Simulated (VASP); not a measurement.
Write the native input for VASP 6.6.1 that does the following.

| Quantity | Value |
| --- | --- |
| Task | density of states |
| Functional | PBE |
| Potentials or basis | VASP PAW PBE potentials, release 64 (Al, Ga_d, P) |
| Cutoff | 520 eV |
| k mesh | 8 × 8 × 8 |
| Occupations | gaussian, width 0.03 eV |
| Spin | no spin polarisation |
| k mesh for the DOS | 12 × 12 × 12 |
| Occupations for the DOS | tetrahedron |
| Further INCAR settings | ALGO = Normal; EDIFF = 1e-06; NBANDS = 26 |

Al2GaP3:

```
Al Ga P
1.0
    -1.94750    5.84084    2.75193
     1.94750   -5.84084    2.75193
     1.94750    5.84084   -2.75193
Al Ga P
2 1 3
Direct
  0.66668 0.00001 0.66668
  0.33333 0.00001 0.33332
  0.00002 0.00002 0.00000
  0.74900 0.24900 0.50000
  0.08373 0.25071 0.83302
  0.41769 0.25071 0.16698
```

The cell was built by a generator and needn't be a form met in nature.

These files were run (other wordings do the same):

POSCAR

```
Al2GaP3
1.0
   -1.9475000000      5.8408400000      2.7519300000
    1.9475000000     -5.8408400000      2.7519300000
    1.9475000000      5.8408400000     -2.7519300000
Al Ga P
2 1 3
Direct
    0.6666840000      0.0000050000      0.6666780000
    0.3333270000      0.0000050000      0.3333220000
    0.0000200000      0.0000200000      0.0000000000
    0.7490000000      0.2490000000      0.5000000000
    0.0837280000      0.2507110000      0.8330160000
    0.4176950000      0.2507110000      0.1669840000
```

INCAR.step1

```
PREC     = Accurate       # precision mode
ENCUT    = 520            # plane-wave cutoff, eV
EDIFF    = 1E-6           # SCF threshold, eV
ISMEAR   = 0              # smearing method
SIGMA    = 0.03           # smearing width, eV
LREAL    = F              # projectors in reciprocal space
LASPH    = T              # aspherical terms in the spheres
NELM     = 100            # most SCF steps
ALGO     = Normal         # electronic algorithm
ISIF     = 2              # what is computed and relaxed
LWAVE    = F              # write WAVECAR
LCHARG   = T              # write CHGCAR
GGA      = PE             # functional
NBANDS   = 26             # bands
KPAR     = 4
```

KPOINTS.step1

```
Automatic mesh
0
Gamma
  8 8 8
```

INCAR.step2

```
PREC     = Accurate       # precision mode
ENCUT    = 520            # plane-wave cutoff, eV
EDIFF    = 1E-6           # SCF threshold, eV
ISMEAR   = -5             # smearing method
SIGMA    = 0.03           # smearing width, eV
LREAL    = F              # projectors in reciprocal space
LASPH    = T              # aspherical terms in the spheres
NELM     = 100            # most SCF steps
ALGO     = Normal         # electronic algorithm
ISIF     = 2              # what is computed and relaxed
LWAVE    = F              # write WAVECAR
LCHARG   = F              # write CHGCAR
GGA      = PE             # functional
LORBIT   = 11             # projections on sites
NBANDS   = 26             # bands
KPAR     = 4            
NEDOS    = 1001           # points of the DOS
ICHARG   = 11             # starting density
```

KPOINTS.step2

```
Automatic mesh
0
Gamma
  12 12 12
```

Potentials or basis: VASP PAW PBE potentials, release 64 (Al, Ga_d, P).

Run with:

```sh
$ cat potpaw_PBE.64/Al/POTCAR potpaw_PBE.64/Ga_d/POTCAR potpaw_PBE.64/P/POTCAR > POTCAR
$ cp INCAR.step1 INCAR
$ cp KPOINTS.step1 KPOINTS
$ mpirun -np 4 vasp_std > vasp.out
$ cp INCAR.step2 INCAR
$ cp KPOINTS.step2 KPOINTS
$ mpirun -np 4 vasp_std > vasp.out
```

Results of the run:

- Valence electrons inside the program's atomic spheres: Al 0.77; Ga 11.66; P 2.56, 2.58

It took 6.1 min on 4 MPI ranks on AMD EPYC 9R45 (Zen 5), on a shared host, peak memory 0.92 GiB a rank.
